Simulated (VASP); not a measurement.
All values below come from r2SCAN meta-GGA, VASP's PBE PAW potentials (set 64) (plane waves; VASP).

VASP input:

**POSCAR**
```
Cd
1
    1.5258396930    -2.6428321790     0.0000000000
    1.5258396930     2.6428321790     0.0000000000
    0.0000000000     0.0000000000     5.7407845249
Cd
2
Direct
  0.3333330000   0.6666670000   0.2500000000
  0.6666670000   0.3333330000   0.7500000000
```

KPOINTS:
```
Automatic mesh
0
Gamma
14 14 7
0 0 0
```

INCAR:
```
EDIFFG = -0.01   ! ionic stop
NELM = 100   ! most electronic steps
METAGGA = R2SCAN
NSW = 30   ! most ionic steps
LASPH = T   ! aspherical one-centre terms
LMAXMIX = 4   ! l cut-off of mixed one-centre charges
LREAL = F   ! projection in real space or not
ALGO = Normal   ! blocked Davidson
ISMEAR = 1
LCHARG = F
IBRION = 2   ! conjugate gradients
LMIXTAU = T
SYSTEM = Cd
SIGMA = 0.1
LWAVE = F
ISIF = 4   ! ions and shape, fixed volume
PREC = Accurate
ENCUT = 520   ! plane-wave cut-off (eV)
EDIFF = 1E-7
```

POTCAR, in this order: Cd (PBE.64 set). Program: vasp_std.

Output

File OSZICAR:
```
...
DAV:  10    -0.401744634817E+02    0.77719E-05   -0.44927E-06  3080   0.289E-02    0.122E-03
DAV:  11    -0.401744713024E+02   -0.78207E-05   -0.62650E-07  3144   0.134E-02    0.772E-04
DAV:  12    -0.401744697358E+02    0.15665E-05   -0.80282E-08  2440   0.376E-03    0.476E-04
DAV:  13    -0.401744700480E+02   -0.31216E-06   -0.61010E-09  1536   0.865E-04    0.292E-04
DAV:  14    -0.401744694240E+02    0.62403E-06   -0.69303E-09  1536   0.113E-03    0.154E-04
DAV:  15    -0.401744695778E+02   -0.15383E-06   -0.29564E-10  1536   0.206E-04    0.811E-05
DAV:  16    -0.401744695431E+02    0.34647E-07   -0.12360E-10  1536   0.909E-05
   3 F= -.40174470E+02 E0= -.40174441E+02  d E =-.113435E-01
       N       E                     dE             d eps       ncg     rms          rms(c)
DAV:   1    -0.408944993068E+02   -0.72003E+00   -0.34878E+01  3296   0.548E+01    0.423E+00
DAV:   2    -0.402902995454E+02    0.60420E+00   -0.53211E-01  3272   0.714E+00    0.239E+00
DAV:   3    -0.401284870175E+02    0.16181E+00   -0.38449E-01  3368   0.603E+00    0.712E-01
DAV:   4    -0.401727606218E+02   -0.44274E-01   -0.14887E-01  3160   0.344E+00    0.500E-01
DAV:   5    -0.401680552663E+02    0.47054E-02   -0.65403E-02  3160   0.192E+00    0.367E-01
DAV:   6    -0.401827193152E+02   -0.14664E-01   -0.35171E-02  3144   0.129E+00    0.962E-02
DAV:   7    -0.401841113784E+02   -0.13921E-02   -0.26943E-03  3384   0.368E-01    0.165E-02
DAV:   8    -0.401839656104E+02    0.14577E-03   -0.31018E-04  3184   0.186E-01    0.152E-02
DAV:   9    -0.401841501415E+02   -0.18453E-03   -0.12027E-04  3144   0.123E-01    0.758E-03
DAV:  10    -0.401841445500E+02    0.55915E-05   -0.28203E-05  3128   0.511E-02    0.294E-03
DAV:  11    -0.401841647260E+02   -0.20176E-04   -0.34195E-06  3216   0.252E-02    0.996E-04
DAV:  12    -0.401841622927E+02    0.24334E-05   -0.59285E-07  3184   0.806E-03    0.501E-04
DAV:  13    -0.401841640118E+02   -0.17191E-05   -0.35272E-08  1976   0.249E-03    0.210E-04
DAV:  14    -0.401841622923E+02    0.17195E-05   -0.42783E-08  1776   0.256E-03    0.917E-05
DAV:  15    -0.401841626090E+02   -0.31674E-06   -0.14526E-09  1648   0.464E-04    0.116E-04
DAV:  16    -0.401841625489E+02    0.60100E-07   -0.35693E-10  1592   0.184E-04
   4 F= -.40184163E+02 E0= -.40184245E+02  d E =-.210365E-01
       N       E                     dE             d eps       ncg     rms          rms(c)
DAV:   1    -0.404394281138E+02   -0.25527E+00   -0.13311E+01  3344   0.341E+01    0.256E+00
DAV:   2    -0.402237228128E+02    0.21571E+00   -0.15625E-01  3320   0.430E+00    0.148E+00
DAV:   3    -0.401562562090E+02    0.67467E-01   -0.13300E-01  3320   0.399E+00    0.446E-01
DAV:   4    -0.401798180665E+02   -0.23562E-01   -0.30822E-02  3216   0.199E+00    0.341E-01
DAV:   5    -0.401730553615E+02    0.67627E-02   -0.13299E-02  3136   0.928E-01    0.270E-01
DAV:   6    -0.401740807348E+02   -0.10254E-02   -0.35177E-02  3112   0.148E+00    0.179E-01
DAV:   7    -0.401803929983E+02   -0.63123E-02   -0.11390E-02  3096   0.784E-01    0.316E-02
DAV:   8    -0.401803987625E+02   -0.57642E-05   -0.50081E-05  3640   0.678E-02    0.270E-02
DAV:   9    -0.401804107067E+02   -0.11944E-04   -0.23288E-06  3264   0.156E-02    0.213E-02
DAV:  10    -0.401804146837E+02   -0.39770E-05   -0.30846E-06  3208   0.175E-02    0.400E-03
DAV:  11    -0.401804191443E+02   -0.44606E-05   -0.63480E-07  3128   0.102E-02    0.301E-03
DAV:  12    -0.401804172560E+02    0.18883E-05   -0.16283E-07  2440   0.514E-03    0.234E-03
DAV:  13    -0.401804189279E+02   -0.16718E-05   -0.68257E-08  1792   0.285E-03    0.108E-03
DAV:  14    -0.401804186264E+02    0.30146E-06   -0.30661E-08  1576   0.195E-03    0.232E-04
DAV:  15    -0.401804186429E+02   -0.16477E-07   -0.53512E-09  1560   0.589E-04
   5 F= -.40180419E+02 E0= -.40180397E+02  d E =-.172926E-01
       N       E                     dE             d eps       ncg     rms          rms(c)
DAV:   1    -0.402510518604E+02   -0.70633E-01   -0.33639E+00  3264   0.170E+01    0.129E+00
DAV:   2    -0.401939521325E+02    0.57100E-01   -0.44938E-02  3296   0.223E+00    0.736E-01
DAV:   3    -0.401792050808E+02    0.14747E-01   -0.34899E-02  3352   0.196E+00    0.216E-01
DAV:   4    -0.401843520437E+02   -0.51470E-02   -0.10716E-02  3168   0.103E+00    0.159E-01
DAV:   5    -0.401835464783E+02    0.80557E-03   -0.38679E-03  3224   0.476E-01    0.127E-01
DAV:   6    -0.401843135687E+02   -0.76709E-03   -0.39160E-03  3120   0.462E-01    0.575E-02
DAV:   7    -0.401847398175E+02   -0.42625E-03   -0.80415E-04  3168   0.200E-01    0.104E-02
DAV:   8    -0.401847368400E+02    0.29775E-05   -0.19726E-05  3424   0.459E-02    0.721E-03
DAV:   9    -0.401847467128E+02   -0.98728E-05   -0.35269E-06  3304   0.201E-02    0.191E-03
DAV:  10    -0.401847405615E+02    0.61513E-05   -0.10529E-06  3128   0.133E-02    0.532E-04
DAV:  11    -0.401847446146E+02   -0.40531E-05   -0.16174E-07  2432   0.617E-03    0.511E-04
DAV:  12    -0.401847440440E+02    0.57061E-06   -0.14747E-08  1616   0.144E-03    0.346E-04
DAV:  13    -0.401847446173E+02   -0.57334E-06   -0.27341E-09  1576   0.852E-04    0.718E-05
DAV:  14    -0.401847443296E+02    0.28770E-06   -0.12158E-09  1552   0.433E-04    0.270E-05
DAV:  15    -0.401847443421E+02   -0.12459E-07   -0.10403E-10  1560   0.113E-04
   6 F= -.40184744E+02 E0= -.40184940E+02  d E =-.216183E-01
       N       E                     dE             d eps       ncg     rms          rms(c)
DAV:   1    -0.402028041519E+02   -0.18060E-01   -0.83563E-01  3296   0.850E+00    0.649E-01
DAV:   2    -0.401881641690E+02    0.14640E-01   -0.11194E-02  3328   0.112E+00    0.372E-01
DAV:   3    -0.401841914735E+02    0.39727E-02   -0.91999E-03  3408   0.100E+00    0.110E-01
DAV:   4    -0.401855780028E+02   -0.13865E-02   -0.24536E-03  3200   0.509E-01    0.850E-02
DAV:   5    -0.401853906299E+02    0.18737E-03   -0.73732E-04  3208   0.206E-01    0.666E-02
DAV:   6    -0.401854937431E+02   -0.10311E-03   -0.95803E-04  3104   0.229E-01    0.326E-02
DAV:   7    -0.401856461349E+02   -0.15239E-03   -0.24822E-04  3176   0.110E-01    0.592E-03
DAV:   8    -0.401856424347E+02    0.37002E-05   -0.50005E-06  3392   0.231E-02    0.430E-03
DAV:   9    -0.401856464389E+02   -0.40041E-05   -0.67875E-07  3208   0.842E-03    0.134E-03
DAV:  10    -0.401856437622E+02    0.26767E-05   -0.12982E-07  2408   0.472E-03    0.257E-04
DAV:  11    -0.401856454995E+02   -0.17373E-05   -0.32685E-08  2032   0.250E-03    0.304E-04
DAV:  12    -0.401856453167E+02    0.18276E-06   -0.36615E-09  1600   0.689E-04    0.229E-04
DAV:  13    -0.401856455476E+02   -0.23090E-06   -0.96153E-10  1560   0.358E-04    0.907E-05
DAV:  14    -0.401856454515E+02    0.96107E-07   -0.10924E-10  1536   0.122E-04
   7 F= -.40185645E+02 E0= -.40185799E+02  d E =-.225194E-01
       N       E                     dE             d eps       ncg     rms          rms(c)
DAV:   1    -0.401862908527E+02   -0.64531E-03   -0.31303E-02  3352   0.165E+00    0.125E-01
DAV:   2    -0.401857607857E+02    0.53007E-03   -0.40109E-04  3320   0.217E-01    0.723E-02
DAV:   3    -0.401855795185E+02    0.18127E-03   -0.36464E-04  3408   0.202E-01    0.220E-02
DAV:   4    -0.401856531227E+02   -0.73604E-04   -0.79205E-05  3200   0.969E-02    0.176E-02
DAV:   5    -0.401856395359E+02    0.13587E-04   -0.16295E-05  3224   0.300E-02    0.139E-02
DAV:   6    -0.401856520871E+02   -0.12551E-04   -0.35324E-05  3160   0.452E-02    0.766E-03
DAV:   7    -0.401856523649E+02   -0.27773E-06   -0.10680E-05  3176   0.233E-02    0.160E-03
DAV:   8    -0.401856536173E+02   -0.12524E-05   -0.13914E-07  2640   0.409E-03    0.120E-03
DAV:   9    -0.401856531504E+02    0.46690E-06   -0.19515E-08  1680   0.129E-03    0.420E-04
DAV:  10    -0.401856535484E+02   -0.39800E-06   -0.26576E-09  1544   0.696E-04    0.626E-05
DAV:  11    -0.401856532588E+02    0.28958E-06   -0.12019E-09  1536   0.461E-04    0.652E-05
DAV:  12    -0.401856533122E+02   -0.53458E-07   -0.10218E-10  1536   0.113E-04
   8 F= -.40185653E+02 E0= -.40185829E+02  d E =-.225273E-01
```

OUTCAR:
```
------------------------ aborting loop because EDIFF is reached ----------------------------------------
  FORCE on cell =-STRESS in cart. coord.  units (eV):
  Direction    XX          YY          ZZ          XY          YZ          ZX
  --------------------------------------------------------------------------------------
  Total       -0.2266598     -0.2266598     -0.2020806      0.0000000      0.0000000      0.0000000
  in kB       -7.8434166     -7.8434176     -6.9928696      0.0000000      0.0000000      0.0000000
  external PRESSURE =      -7.5599013 kB  Pullay stress =       0.0000000 kB
  volume of cell :       46.30
      direct lattice vectors                 reciprocal lattice vectors
     1.471558726 -2.548814655  0.000000000     0.339775770 -0.196169619  0.000000000
     1.471558726  2.548814655  0.000000000     0.339775770  0.196169619 -0.000000000
     0.000000000  0.000000000  6.172113260     0.000000000  0.000000000  0.162019062
 POSITION                                       TOTAL-FORCE (eV/Angst)
 -----------------------------------------------------------------------------------
      1.47156      0.84961      1.54303        -0.000000      0.000000      0.000000
      1.47156     -0.84961      4.62908         0.000000     -0.000000      0.000000
 -----------------------------------------------------------------------------------
    total drift:                               -0.000000      0.000194      0.000001
  FREE ENERGIE OF THE ION-ELECTRON SYSTEM (eV)
  ---------------------------------------------------
  free  energy   TOTEN  =       -40.1856533122 eV

  energy  without entropy=      -40.1861810677  energy(sigma->0) =      -40.18582923

 reached required accuracy - stopping structural energy minimisation
```
(Selected blocks of OUTCAR.)

### CONTCAR
```
Cd
   1.00000000000000
     1.4715587264022245   -2.5488146549006769    0.0000000000000000
     1.4715587264022250    2.5488146549006769    0.0000000000000000
     0.0000000000000000    0.0000000000000000    6.1721132597161956
  Cd
     2
Direct
     0.3333330000000032    0.6666669999999968    0.2500000000000000
     0.6666669999999968    0.3333330000000032    0.7500000000000000
```

The compound is Cd in the hcp structure. This cell is one point of a volume scan, at 1.06 of the reference volume. Symmetry was kept, so distortions that lower it aren't found.
